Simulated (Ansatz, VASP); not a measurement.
# Ge: VASP beside Ansatz, part 2 of 2

Aim: how closely do two programs agree when they are given the same cell, functional and k mesh? The structure shown is frame 32 of Ansatz's trajectory.

VASP 6.6.1 and Ansatz 0.2.0.

So far: Set-up; Ansatz: dynamics, PBE.

### Step 3. VASP: single point, PBE

Level of this step: PBE; plane waves and PAW (Ge_d) (VASP).

The same cell, functional, mesh and smearing now go to VASP, with its own data sets.

Lines of VASP's logs that name or quote its potential files are left out, and so is its time.

Contents of INCAR:

```
SYSTEM = Ge
PREC = Accurate
ENCUT = 410
EDIFF = 1E-06
NELM = 120
ISMEAR = 0
SIGMA = 0.05
LREAL = Auto
ALGO = Normal
GGA = PE
NBANDS = 496
LORBIT = 11
LWAVE = .FALSE.
LCHARG = .FALSE.
ISIF = 2
LASPH = .TRUE.
GGA_COMPAT = .FALSE.
EFERMI = MIDGAP
NCORE = 2
```

Contents of POSCAR:

```
Ge
1.0
   11.0988000000      0.0000000000      0.0000000000
    0.0000000000     11.0988000000      0.0000000000
    0.0000000000      0.0000000000     11.0988000000
Ge
61
Direct
    0.8592190147      0.6862994198      0.5221735683
    0.1964987206      0.7850578441      0.1135438065
    0.4623833207      0.8828702202      0.3474880167
    0.5477348903      0.6086423758      0.0747107795
    0.9802230872      0.0485728187      0.5514740332
    0.6091289148      0.5538616787      0.7306645764
    0.0757289076      0.9574278300      0.1949490035
    0.1072007785      0.4587162576      0.1291851371
    0.9746368977      0.8331891736      0.8354236494
    0.5023425956      0.1003531913      0.2570998667
    0.5360759722      0.2806069125      0.3736439975
    0.9953688687      0.8316754965      0.6150935236
    0.1531877320      0.2406476376      0.5219032688
    0.4548509749      0.4031336721      0.0398962050
    0.7811385015      0.9603470645      0.0409233431
    0.3454157206      0.3772570008      0.5580603308
    0.9172162756      0.4964861066      0.6195084153
    0.8829242801      0.2763271705      0.3272515948
    0.6022723177      0.0980105957      0.0645385087
    0.8126554222      0.3861228241      0.9602389448
    0.4265145782      0.9624914405      0.9877284031
    0.3764100623      0.4919540851      0.3749324251
    0.2627491260      0.1104714023      0.0113075287
    0.6203913937      0.0182271957      0.4871607741
    0.7199607165      0.4048185389      0.6082549465
    0.4161530976      0.7950228854      0.1428622914
    0.5190921541      0.6787220240      0.4012686056
    0.8633816268      0.7018686705      0.2957617040
    0.7653440012      0.7964825026      0.8942227989
    0.6517731647      0.2314754748      0.7291779291
    0.4517695607      0.8886546293      0.7787688759
    0.6439254694      0.7127257001      0.5773146646
    0.3064565539      0.3989710599      0.8736259776
    0.1938858255      0.7523065557      0.5491044077
    0.3046725772      0.7214293437      0.7401340685
    0.8133311709      0.0663945652      0.3956914261
    0.3037265290      0.3739142970      0.2009586622
    0.6691804519      0.5949111616      0.2600010812
    0.1165891808      0.4977925541      0.9147745702
    0.3943128987      0.5266335099      0.7167171226
    0.2866886510      0.1603776985      0.2301329873
    0.0478520200      0.1200309943      0.0449688255
    0.7090225970      0.4117291959      0.3792121671
    0.9315691786      0.0408062133      0.8783021588
    0.0245341839      0.3965834144      0.4510938119
    0.7916801816      0.0552221862      0.6957508920
    0.9518686705      0.3056636754      0.1203823837
    0.3574530580      0.0497351065      0.6588460014
    0.8641654954      0.9149097200      0.2382329621
    0.0633672109      0.6437182398      0.2387465312
    0.2525498252      0.1921468988      0.8002306556
    0.6559267669      0.8816899124      0.7091937867
    0.6175892889      0.2834180272      0.9428676974
    0.1546473493      0.7180866400      0.9028183227
    0.7155278048      0.5900547807      0.9273164666
    0.4872238440      0.2062745522      0.5793689408
    0.2901124446      0.9387681551      0.4799617977
    0.0390042167      0.1845064331      0.7340883699
    0.9652935452      0.3857263848      0.8025372112
    0.1562240963      0.0731070026      0.3728330991
    0.1715320575      0.5626283923      0.4142970411
```

Contents of KPOINTS:

```
Automatic mesh
0
Gamma
1 1 1
0 0 0
```

Potentials, in the order of the species: Ge_d (PBE family, release 64).

Command:

```
> mpirun -np 8 vasp_gam
```

Numbers of over 12 decimals in the logs are rounded to 6 here.

What it wrote:

```text
[banner, memory and clock lines left out]
running    8 mpi-ranks, on    1 nodes
[...]
LDA part: xc-table for (Slater+PW92), standard interpolation
 POSCAR, INCAR and KPOINTS ok, starting setup
[...]
entering main loop
       N       E                     dE             d eps       ncg     rms          rms(c)
DAV:   1     0.161382801980E+05    0.16138E+05   -0.30456E+05  1008   0.489E+03
DAV:   2     0.375489534579E+04   -0.12383E+05   -0.11963E+05   992   0.109E+03
DAV:   3     0.485605805448E+03   -0.32693E+04   -0.31377E+04   992   0.303E+02
DAV:   4    -0.190434314578E+03   -0.67604E+03   -0.62271E+03  1112   0.129E+02
[...]
DAV:  17    -0.259312281507E+03   -0.71302E-05   -0.75174E-05  1048   0.482E-02    0.303E-03
DAV:  18    -0.259312284063E+03   -0.25563E-05   -0.27920E-05   920   0.262E-02    0.218E-03
DAV:  19    -0.259312284479E+03   -0.41581E-06   -0.57203E-06   888   0.177E-02
   1 F= -.25931228E+03 E0= -.25931224E+03  d E =-.836142E-04
```

OUTCAR, selected parts (step 3):

```text
  Total       45.0690397     30.4088357     40.8206691      0.5543602     -8.6081202     -1.2069044
  in kB       52.8154289     35.6354541     47.8368556      0.6496427    -10.0876691     -1.4143451
  external PRESSURE =      45.4292462 kB  Pullay stress =       0.0000000 kB

 POSITION                                       TOTAL-FORCE (eV/Angst)
 -----------------------------------------------------------------------------------
      9.53630      7.61710      5.79550        -0.385444      0.403894     -0.123381
      2.18090      8.71320      1.26020        -0.179103     -0.096824      0.167843
      5.13190      9.79880      3.85670         0.014247      0.564965     -0.013690
      6.07920      6.75520      0.82920        -0.414740     -0.188492     -0.165514
     10.87930      0.53910      6.12070        -0.701662     -0.088357      0.040519
      6.76060      6.14720      8.10950         0.317275     -0.099160     -0.322287
      0.84050     10.62630      2.16370        -0.278576      0.138934     -0.046996
      1.18980      5.09120      1.43380        -0.016362     -0.030795      0.095252
     10.81730      9.24740      9.27220         0.437295     -0.543411     -0.302916
      5.57540      1.11380      2.85350        -0.028150     -0.533920      0.047938
      5.94980      3.11440      4.14700         0.155280     -0.194635      0.119047
     11.04740      9.23060      6.82680         0.253493      0.019426      0.031382
      1.70020      2.67090      5.79250         0.100866      0.307090      0.510720
      5.04830      4.47430      0.44280        -0.263074      0.284581      0.030054
[...]
-----------------------------------------------------------------------------------
    total drift:                               -0.017041      0.002151     -0.004555

  FREE ENERGIE OF THE ION-ELECTRON SYSTEM (eV)
  ---------------------------------------------------
  free  energy   TOTEN  =      -259.3122844792 eV

  energy  without entropy=     -259.3122008650  energy(sigma->0) =     -259.31224267

[... 3 further parts left out ...]
[key lines of the parts left out:]
E-fermi :   4.7863
```

The run ends at a pressure of 4.54 GPa, with forces up to 1.7 eV/Å.

### Step 4. Side by side

Known differences besides the potentials themselves: the cutoff is 420 eV in Ansatz and 410 eV in VASP (PREC = Accurate, projectors in real space). Total energies have different zeros and are not compared.

Forces on 10 of the 61 atoms, those with the largest forces and the largest differences (eV/Å; atoms numbered as in POSCAR):

| atom | Ansatz x, y, z | VASP x, y, z |
| --- | --- | --- |
| Ge3 | 0.015, 0.572, -0.014 | 0.014, 0.565, -0.014 |
| Ge13 | 0.103, 0.300, 0.514 | 0.101, 0.307, 0.511 |
| Ge18 | -0.676, 0.297, -0.252 | -0.677, 0.300, -0.257 |
| Ge19 | 0.010, -0.691, -0.491 | 0.009, -0.690, -0.489 |
| Ge31 | -0.601, 0.409, 0.297 | -0.600, 0.411, 0.298 |
| Ge36 | 0.377, 0.499, -0.511 | 0.377, 0.499, -0.514 |
| Ge41 | 1.201, 0.414, -1.060 | 1.202, 0.420, -1.056 |
| Ge50 | 0.793, -0.325, -0.360 | 0.790, -0.329, -0.361 |
| Ge60 | -0.255, -0.512, 0.229 | -0.247, -0.512, 0.228 |
| Ge61 | -0.385, 0.843, 0.155 | -0.385, 0.845, 0.151 |

The forces differ by 2.7 meV/Å r.m.s., which is 0.9 % of the r.m.s. force of 0.310 eV/Å (both taken over all components).

### Step 5. Results

```
r.m.s. force difference (single point, PBE) : 0.88 % of the r.m.s. force
```

**Reading.** The r.m.s. force difference is 0.88 % of the r.m.s. force (single point, PBE), within the 3 % picked in this series as the mark of a large difference. 2 further runs of this series are not shown here. Such differences can come from data sets, numerical settings and the points named under the comparisons, not from the functional's error against experiment.

[Lines on the potential files, build, host, timing and source positions are cut from VASP's logs without a mark.]

[Logs are printed without paths, hosts, clocks, repeated set-up lines and the standing remarks that a program may print on its own settings, such as how far it seeks lower states.]

[Hosts, paths, dates, database ids (printed as entryN), source tags and the programs' standing remarks are cut or masked in the printed files.]
